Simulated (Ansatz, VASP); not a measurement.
## Ag2Ir (Ag-Ir-Ag stack, (111) layers): VASP beside Ansatz

Aim: how closely do two programs agree when they are given the same cell, functional and k mesh? Of the first pair: The structure shown is the start of the Ansatz relaxation below; VASP solves that cell, so the two are compared at the walk's first step.

Program: Ansatz 0.2.0. Level of theory: plane waves, with VASP 6.6.1 beside it; PBE. Results are calculated unless marked as measured.

## 1. The structure

The cell holds 3 atoms: 2 Ag and 1 Ir. Its edges and angles: a = 2.715 Å, b = 2.715 Å, c = 32.668 Å, α = 90.0°, β = 90.0°, γ = 120.0°. It derives from Ag2Ir. Vacuum lies along c. The height across the vacuum is the one that the program set for its solve, not the one typed.

## 2. Ansatz: relaxation, PBE

Ansatz runs on its PAW soft_1 files.

The two programs are compared at the cell with which this relaxation starts, whose forces are those of its first step.

The input, input.yaml:

```yaml
crystal:
  lattice:
    - [2.71529, 0.0, 0.0]
    - [-1.35765, 2.35151, 0.0]
    - [0.0, 0.0, 15.43405]
  atoms:
    - { symbol: Ag, position: [0.0, 0.0, 0.35635494] }
    - { symbol: Ir, position: [0.33333333, 0.66666667, 0.5] }
    - { symbol: Ag, position: [0.66666667, 0.33333333, 0.64364506] }
  periodic: [true, true, false]
kpoints:
  mp_grid: { grid: [9, 9, 1] }
hamiltonian:
  xc: pbe
  pseudopotentials: { kind: paw, azcp: { folder: soft_1 } }
scf:
  occupations: { method: gaussian, width: 0.1 }
output:
  forces: true
  stress: true
  eigenvalues: true
relax:
  adjacent_minimum: "off"
  f_tol: 0.05
  max_steps: 80
  cell: { stress_2d_tol: 0.02 }
```

Command:

```sh
ansatz run input.yaml --threads 4 --pin off --max-ram 12288MiB --backend cpu --events-out ev --progress --plain --runs-dir out
```

Numbers of over 12 decimals in the logs are rounded to 6 here.

Log:

```text
Warning: crystal.periodic: the lattice vector that does not repeat stood 0.000° off the slab's normal, 15.434 Å along it as the deck builds it. The run solves the slab on a vector along the normal, 32.668 Å long, with every atom where it was (on the deck's vector they left 11.00 Å outside them, and the widest stretch free of ions among them is 2.22 Å). A fractional position that the run reports is one of the run's ce [...]
The last accepted step is kept in <dir> (removed where the run ends without a failure and the disk answers)
crystal.periodic: the lattice vector that does not repeat stood 0.000° off the slab's normal, 15.434 Å along it as the deck builds it. The run solves the slab on a vector along the normal, 32.668 Å long, with every atom where it was (on the deck's vector they left 11.00 Å outside them, and the widest stretch free of ions among them is 2.22 Å). A fractional position that the run reports is one of the run's cell, which [...]
Engine: ansatz 0.2.0, aarch64-unknown-linux-gnu
Pseudopotentials: kind: paw
Pseudopotential: Ag, paw, valence charge 19, recommended cutoff 420 eV (normal), soft_1/Ag.paw.azcp
Pseudopotential: Ir, paw, valence charge 17, recommended cutoff 420 eV (normal), soft_1/Ir.paw.azcp
Functional definition: PBE
  parameter kappa = 0.804
  parameter beta = 0.066725
  exchange = pbe_x(kappa = kappa, mu = beta*pi^2/3)
  correlation = pbe_c(beta = beta)
Crystal: 3 atoms, lattice volume = 208.587 Å³
Basis set: ecut = 420 eV, 4099 PW (Γ), exchange–correlation on 40×40×450 points (8 copies of the dense FFT grid, shifted against one another)
Bands: 33, of which v1, the nominal top of the filled ones, is band 28 counted from 1 (27 counted from 0)
Symmetry: 12 space group operations
Space group: P-3m1 (ITA 164), of the structure as read, at distance tolerance 5.9e-5 Å
k-points: 12 of 81
Non-local potential: Ag, projectors of the file, l = 0: 3, l = 1: 2, l = 2: 2, l = 3: 1
Non-local potential: Ir, projectors of the file, l = 0: 3, l = 1: 2, l = 2: 2, l = 3: 1
PAW form: soft (Blöchl's): semilocal exchange-correlation on the pseudo side does not see the compensation charge
PAW one-centre angular grid: Ag, 590 points (default); XC on 64 Gauss nodes
PAW one-centre angular grid: Ir, 590 points (default); XC on 64 Gauss nodes
Initial density: superposition of atomic densities (neutral atoms: chi_scale 0, normalization atom)
Initial wavefunctions: pseudopotential atomic-orbital guess
Functional: x = pbe(κ = 0.804, μ = 0.219515), c = pbe(β = 0.066725)
SCF iter   1: F=—  HF=-27118.132864 eV  |F-HF|=—  |Δ(HF+E_count)|=         —  Δρ=5.09e-2  dr2=2.08e1  ethr=3.10e-3  ⟨swp⟩=16.4  Hψ=3193  notcnv=0
preconditioner: auto → LDOS  [metal: Δε(μ)=0.086 eV  Ē_g=8.318 eV  σ=0.100 eV  W_gap=0.46  n_scr=22 (ndim 8)  ℏωp=14.3 eV  f_vac=0.745  D(μ)=2.33/eV (n_scr^D=14)  β→1.0]
[...]
SCF iter   4: F=—  HF=-27116.547839 eV  |F-HF|=—  |Δ(HF+E_count)|=   1.13e-5  Δρ=4.24e-6  dr2=2.99e-8  ethr=7.50e-10  ⟨swp⟩=3.4  Hψ=761  notcnv=0
SCF iter   5: F=—  HF=-27116.547841 eV  |F-HF|=—  |Δ(HF+E_count)|=   2.27e-6  Δρ=6.52e-7  dr2=2.99e-9  ethr=5.43e-11  ⟨swp⟩=3.1  Hψ=870  notcnv=0
SCF iter   6: F=—  HF=-27116.547841 eV  |F-HF|=—  |Δ(HF+E_count)|=   3.19e-7  Δρ=1.77e-7  dr2=1.24e-10  ethr=5.44e-12  ⟨swp⟩=3.8  Hψ=790  notcnv=0
SCF iter   7: F=-27116.547841 eV  HF=-27116.547841 eV  |F-HF|=8.69e-9  |Δ(HF+E_count)|=   4.63e-9  Δρ=4.43e-8  dr2=2.15e-12  ethr=1.00e-12  ⟨swp⟩=15.0  Hψ=3419  notcnv=0
SCF 6 converged in 7 iterations: F = -27116.547841 eV  dr2 = 2.15e-12
relax step   6: F+E_penalty+E_count = -27116.54784126 eV  Δ(F+E_penalty+E_count) = -1.014e-3 eV  max|allowed force component| = 1.559e-4 eV/Å  Δτ_max = 0.0000 Å  P = -0.032 N/m  Ω = 215.062 Å³  fix = [c, alpha, beta]  reactions: c -0.000 N/m  stress off target by 3.20e-2 N/m on what of the cell is left free  SCF on the basis re-selected at this cell (its energy is not comparable with the rows above)  (7 SCF iters)
[...]
relax step   7: F+E_penalty+E_count = -27116.54784970 eV  Δ(F+E_penalty+E_count) = -8.440e-6 eV  max|allowed force component| = 2.460e-5 eV/Å  Δτ_max = 0.0002 Å  P = -0.000 N/m  Ω = 215.014 Å³  energy of the carried Pulay correction = +7.022e-6 eV  fix = [c, alpha, beta]  reactions: c -0.000 N/m  (4 SCF iters, dr2 threshold 1.23e-9 eV, accepted)
[...]
relax step   8: F+E_penalty+E_count = -27116.54784256 eV  Δ(F+E_penalty+E_count) = +7.142e-6 eV  max|allowed force component| = 3.256e-5 eV/Å  Δτ_max = 0.0000 Å  P = -0.000 N/m  Ω = 215.014 Å³  fix = [c, alpha, beta]  reactions: c -0.000 N/m  stress off target by 2.57e-5 N/m on what of the cell is left free  SCF on the basis re-selected at this cell (its energy is not comparable with the rows above)  (8 SCF iters)
basis re-selected at this cell: Δ(F+E_penalty+E_count) = +7.142e-6 eV, ΔP = +0.000 N/m vs the last step (what re-selecting the basis moved, of the pressure what is left beyond the Pulay correction that the steps carried, after the strain that the cell walked since its last selection, with what the two solves' SCF thresholds leave and, on support functions, any second-order correction that the steps lacked; it is no m [...]
SCF converged after 8 iterations
Free energy (F): -27116.547843 eV
Harris-Foulkes:  -27116.547843 eV  (|F-HF|=1.09e-10)
Internal energy: -27116.537342 eV  (E = F + TS)
E sigma→0 (E₀):  -27116.542592 eV
Entropy (-TS):   -0.010501 eV (-3.500 meV/atom)
Fermi energy:    -4.901456 eV
--- Per-component energies (eV) ---
  E_band       = -1883.533397
  E_kinetic    = 1474.967115
  E_local      = -246175.030927  (includes V_loc(G=0)·N_el)
  E_nonlocal   = 254.242192
  E_hartree    = 122250.856083
  E_xc         = -546.618908
  E_vxc        = -656.884989  (∫ρ·V_xc dr)
  E_paw        = -17176.895220  (= ΣΔE_a)
  E_vpaw       = -1282.540224  (= ΣTr[D̂ρ^β])
  E_aug_tail   = 0.001123  (compensation charges beyond the density's cutoff)
  E_ewald      = 112801.941199
  E_smearing   = -0.010501  (= −TS)
  E_closure    = -0.000000  (closes the sum)
  Σ components = -27116.547843   (vs F -27116.547843, Δ=0.00e0)
--- Forces (eV/Å), atoms counted from 1 ---
  atom   1  Ag     0.00000000     0.00000000     0.00003256
  atom   2  Ir    -0.00000000     0.00000000     0.00000000
  atom   3  Ag    -0.00000000     0.00000000    -0.00003256
  max |Σ_I F_I| component: 1.39e-17 eV/Å
--- 2D stress c σ (N/m, compression-positive) ---
       -0.000026       0.000000       0.000000
        0.000000      -0.000026       0.000000
        0.000000       0.000000      -0.000000
  P = ½ c Tr σ = -0.0000 N/m
--- Band table (eV; the first three rows and the last of 12) ---
  k-point 0: bands = [... 24 lower, -7.8868, -7.1169, -7.1169, -5.9898, -4.6115, -4.5726, -4.5726, -0.4150, ... 1 higher]
  k-point 1: bands = [... 24 lower, -7.9448, -7.3746, -6.8060, -5.5058, -5.3477, -4.6505, -3.2889, -0.1299, ... 1 higher]
  k-point 2: bands = [... 24 lower, -8.0671, -7.4316, -5.8433, -5.7240, -4.8427, -4.4193, -1.6220, 0.7082, ... 1 higher]
  k-point 11: bands = [... 24 lower, -6.7148, -6.7148, -5.2207, 0.1653, 0.8306, 0.8964, 0.8964, 2.1227, ... 1 higher]
--- Relaxed structure (6 steps of the walk, 6 accepted, 2 SCFs on fresh bases) ---
  F+E_penalty+E_count = -27116.54784256 eV   max|allowed force component| = 3.256e-5 eV/Å   (the final SCF, on the basis selected at the relaxed cell)
  cell:  # Å, volume = 215.0141 Å³
    - [2.756806, 2.930889213273496e-6, 0]
    - [-1.378406, 2.387463, 0]
    - [0, 0, 32.668100153172]
  atoms:
    - { symbol: Ag, position: [-6.043578098163345e-18, 0, 0.161573] }
    - { symbol: Ir, position: [0.333333, 0.666667, 0.236225] }
    - { symbol: Ag, position: [0.666667, 0.333333, 0.310877] }
```

Reading the cycles: dr2 is the Hartree energy of the density residual (eV), the measure of convergence; HF is the Harris–Foulkes estimate of the energy, which meets the free energy F at convergence.

## 3. VASP: single point, PBE, start cell, pair 1

The same cell, functional, mesh and smearing now go to VASP, with its own data sets.

Lines of VASP's logs that name or quote its potential files are left out, and so is its time.

The input, INCAR:

```
SYSTEM = Ag2Ir
PREC = Accurate
ENCUT = 400
EDIFF = 1E-06
NELM = 120
ISMEAR = 0
SIGMA = 0.1
LREAL = .FALSE.
ALGO = Normal
GGA = PE
NBANDS = 21
LASPH = .TRUE.
LORBIT = 11
LWAVE = .FALSE.
LCHARG = .FALSE.
ISIF = 2
LDIPOL = .TRUE.
IDIPOL = 3
DIPOL = 0.5 0.5 0.236
LVHAR = .TRUE.
GGA_COMPAT = .FALSE.
NELMDL = -8
```

The input, POSCAR:

```
Ag2Ir
1.0
    2.7152900000      0.0000030000      0.0000000000
   -1.3576470000      2.3515090000      0.0000000000
    0.0000000000      0.0000000000     32.6681000000
Ag Ir
2 1
Direct
    0.0000000000      0.0000000000      0.1683599597
    0.6666664730      0.3333331916      0.3040902287
    0.3333329461      0.6666663832      0.2362250942
```

The input, KPOINTS:

```
Automatic mesh
0
Gamma
9 9 1
0 0 0
```

PAW data sets: Ag and Ir (PBE family, release 64).

Command:

```sh
mpirun -np 1 vasp_std
```

Log:

```text
[banner, memory and clock lines left out]
running    1 mpi-ranks, on    1 nodes
 distrk:  each k-point on    1 cores,    1 groups
 distr:  one band on    1 cores,    1 groups

 POSCAR found type information on POSCAR AgIr
 POSCAR found :  2 types and       3 ions
 LDA part: xc-table for (Slater+PW92), standard interpolation
 POSCAR, INCAR and KPOINTS ok, starting setup
 FFT: planning ... GRIDC
 FFT: planning ... GRID_SOFT
 FFT: planning ... GRID
 WAVECAR not read
 entering main loop
       N       E                     dE             d eps       ncg     rms          rms(c)
DAV:   1     0.201939818488E+03    0.20194E+03   -0.10754E+04   504   0.939E+02
DAV:   2    -0.354733722836E+01   -0.20549E+03   -0.19430E+03   672   0.262E+02
DAV:   3    -0.131523677623E+02   -0.96050E+01   -0.90265E+01   598   0.569E+01
DAV:   4    -0.133694491197E+02   -0.21708E+00   -0.21426E+00   607   0.830E+00
DAV:   5    -0.133740759416E+02   -0.46268E-02   -0.46243E-02   640   0.112E+00
DAV:   6    -0.133742076045E+02   -0.13166E-03   -0.13166E-03   675   0.186E-01
DAV:   7    -0.133742117353E+02   -0.41308E-05   -0.41309E-05   606   0.289E-02
DAV:   8    -0.133742119464E+02   -0.21103E-06   -0.21095E-06   504   0.614E-03    0.173E+01
DAV:   9    -0.125238104514E+02    0.85040E+00   -0.23020E+00   577   0.168E+01    0.943E+00
DAV:  10    -0.124602625720E+02    0.63548E-01   -0.74581E-01   638   0.106E+01    0.294E+00
DAV:  11    -0.124503969795E+02    0.98656E-02   -0.81777E-01   692   0.118E+01    0.155E+00
DAV:  12    -0.124063187725E+02    0.44078E-01   -0.16034E-01   629   0.523E+00    0.288E-01
DAV:  13    -0.124061139879E+02    0.20478E-03   -0.14073E-02   626   0.108E+00    0.126E-01
DAV:  14    -0.124058690760E+02    0.24491E-03   -0.24431E-03   609   0.729E-01    0.503E-02
DAV:  15    -0.124058454320E+02    0.23644E-04   -0.12220E-04   621   0.168E-01    0.188E-02
DAV:  16    -0.124058531701E+02   -0.77380E-05   -0.27648E-05   581   0.361E-02    0.887E-03
DAV:  17    -0.124058773811E+02   -0.24211E-04   -0.90571E-06   568   0.305E-02    0.561E-03
DAV:  18    -0.124059037623E+02   -0.26381E-04   -0.38167E-06   516   0.148E-02    0.427E-03
DAV:  19    -0.124059326679E+02   -0.28906E-04   -0.24140E-06   459   0.754E-03    0.227E-03
DAV:  20    -0.124059528091E+02   -0.20141E-04   -0.97252E-07   423   0.423E-03    0.143E-03
DAV:  21    -0.124059639123E+02   -0.11103E-04   -0.34477E-07   378   0.279E-03    0.791E-04
DAV:  22    -0.124059669146E+02   -0.30023E-05   -0.72522E-08   367   0.128E-03    0.331E-04
DAV:  23    -0.124059705467E+02   -0.36321E-05   -0.15333E-07   358   0.117E-03    0.277E-04
DAV:  24    -0.124059711471E+02   -0.60043E-06   -0.14475E-08   367   0.620E-04
   1 F= -.12405971E+02 E0= -.12400500E+02  d E =-.109420E-01
```

Parts of OUTCAR (step 3):

```text
ion  position               nearest neighbor table
   1  0.000  0.000  0.168-   3 2.72   3 2.72   3 2.72
   2  0.667  0.333  0.304-   3 2.72   3 2.72   3 2.72
   3  0.333  0.667  0.236-   1 2.72   1 2.72   2 2.72   2 2.72   2 2.72   1 2.72

  LATTYP: Found a hexagonal cell.
 ALAT       =     2.7152900000
 C/A-ratio  =    12.0311642587

 Subroutine GETGRP returns: Found 12 space group operations
 (whereof  6 operations were pure point group operations)

The static configuration has the point symmetry C_3v.
 The point group associated with its full space group is D_3d.

 Found     12 irreducible k-points:

   k-points           NKPTS =     12   k-points in BZ     NKDIM =     12   number of bands    NBANDS=     21

   dimension x,y,z NGX =    18 NGY =   18 NGZ =  216
   dimension x,y,z NGXF=    36 NGYF=   36 NGZF=  432

   ENCUT  =  400.0 eV  29.40 Ry    5.42 a.u.   4.43  4.43 53.27*2*pi/ulx,y,z

   NELECT =      31.0000    total number of electrons

 k-points in reciprocal lattice and weights: Automatic mesh
   0.00000000  0.00000000  0.00000000       0.012
   0.11111111 -0.00000000  0.00000000       0.074
   0.22222222  0.00000000  0.00000000       0.074
   0.33333333 -0.00000000  0.00000000       0.074
   0.44444444  0.00000000  0.00000000       0.074
   0.11111111  0.11111111  0.00000000       0.074
   0.22222222  0.11111111  0.00000000       0.148
   0.33333333  0.11111111  0.00000000       0.148
   0.44444444  0.11111111  0.00000000       0.074
   0.22222222  0.22222222  0.00000000       0.074
   0.33333333  0.22222222  0.00000000       0.148
   0.33333333  0.33333333  0.00000000       0.025

 dipolmoment           0.000000      0.000000     -0.000004 electrons x Angstroem

 average (electrostatic) potential at core
       1 -80.8286       2 -80.8286       3 -60.1363

 E-fermi :  -1.9182

 k-point     1 :       0.0000    0.0000    0.0000
  band No.  band energies     occupation
    ...
     12      -5.0383      2.00000
     13      -5.0383      2.00000
     14      -4.1870      2.00000
     15      -4.1870      2.00000
     16      -2.8658      2.00000
     17      -1.6274      0.00004
     18      -1.6274      0.00004
     19      -1.4009      0.00000
     20       2.8137      0.00000
     21       2.9775      0.00000

 k-point     2 :       0.1111   -0.0000    0.0000
  band No.  band energies     occupation
    ...
     13      -5.1182      2.00000
     14      -4.4667      2.00000
     15      -3.9195      2.00000
     16      -2.4722      2.00000
     17      -2.2043      1.99995
     18      -1.6861      0.00103
     19       0.0351      0.00000
     20       3.1304      0.00000
     21       3.3399      0.00000

 k-point     3 :       0.2222    0.0000    0.0000
  band No.  band energies     occupation
    ...
     12      -5.4108      2.00000
     13      -5.2614      2.00000
     14      -4.4966      2.00000
     15      -2.9914      2.00000
     16      -2.6322      2.00000
     17      -1.8368      0.25005
     18      -0.9878      0.00000
     19       1.8475      0.00000
     20       4.0599      0.00000
     21       4.4132      0.00000

  Total        4.8993794      4.8993809      7.2784841      0.0000012      0.0000000      0.0000000
  in kB       37.6326352     37.6326474     55.9067826      0.0000096      0.0000000      0.0000000
  external PRESSURE =      43.7240218 kB  Pullay stress =       0.0000000 kB

  energy-cutoff  :      400.00
  volume of cell :      208.59
      direct lattice vectors                 reciprocal lattice vectors
     2.715290000  0.000003000  0.000000000     0.368284552  0.212629600  0.000000000
    -1.357647000  2.351509000  0.000000000    -0.000000470  0.425258573  0.000000000
     0.000000000  0.000000000 32.668100000     0.000000000  0.000000000  0.030610902

 POSITION                                       TOTAL-FORCE (eV/Angst)
 -----------------------------------------------------------------------------------
      0.00000      0.00000      5.50000         0.000000     -0.000000     -1.665924
      1.35764      0.78384      9.93405        -0.000000      0.000000      1.665924
     -0.00000      1.56767      7.71702        -0.000000     -0.000000      0.000000
 -----------------------------------------------------------------------------------
    total drift:                                0.000123      0.000123      0.000044

  FREE ENERGIE OF THE ION-ELECTRON SYSTEM (eV)
  ---------------------------------------------------
  free  energy   TOTEN  =       -12.4059711471 eV

  energy  without entropy=      -12.3950291825  energy(sigma->0) =      -12.40050016

 vacuum level on the upper side and lower side of the slab         3.175         3.175

 total charge
# of ion       s       p       d       tot
------------------------------------------
    1        0.472   0.362   9.190  10.024
    2        0.472   0.362   9.190  10.024
    3        0.665   0.606   7.054   8.325
--------------------------------------------------
tot          1.609   1.331  25.433  28.373

[... 3 further parts left out ...]
```

The run ends at a pressure of 4.37 GPa, with forces up to 1.7 eV/Å.

## 4. Differences

Known differences besides the potentials themselves: Ansatz cuts the interaction across the vacuum, VASP repeats the sheet with a dipole correction (LDIPOL); the data sets hold 55 valence electrons in Ansatz (on its PAW soft_1 files) and 31 in VASP; the cutoff is 420 eV in Ansatz and 400 eV in VASP. Total energies have different zeros and are not compared.

Forces (eV/Å; atoms numbered as in POSCAR):

```
atom        Ansatz x, y, z          VASP x, y, z
 Ag1  0.000, 0.000, -1.671  0.000, 0.000, -1.666
 Ag2   0.000, 0.000, 1.671   0.000, 0.000, 1.666
 Ir3   0.000, 0.000, 0.000   0.000, 0.000, 0.000
```

The forces differ by 2.5 meV/Å r.m.s., which is 0.3 % of the r.m.s. force of 0.785 eV/Å (both taken over all components). Where the cell holds vacuum, a pressure given here is an average over it and none of the material.

## 5. Ansatz: relaxation, PBE

This run makes the geometry at which the two programs are then compared.

The structure compared here is the end of the Ansatz relaxation.

This is the run of step 2 again, met here at its other cell.

[end of part 1 of 2]

[Lines on the potential files, build, host, timing and source positions are cut from VASP's logs without a mark.]

[Logs are printed without paths, hosts, clocks, repeated set-up lines and the standing remarks that a program may print on its own settings, such as how far it seeks lower states.]

[Hosts, paths, dates, database ids (printed as entryN), source tags and the programs' standing remarks are cut or masked in the printed files.]
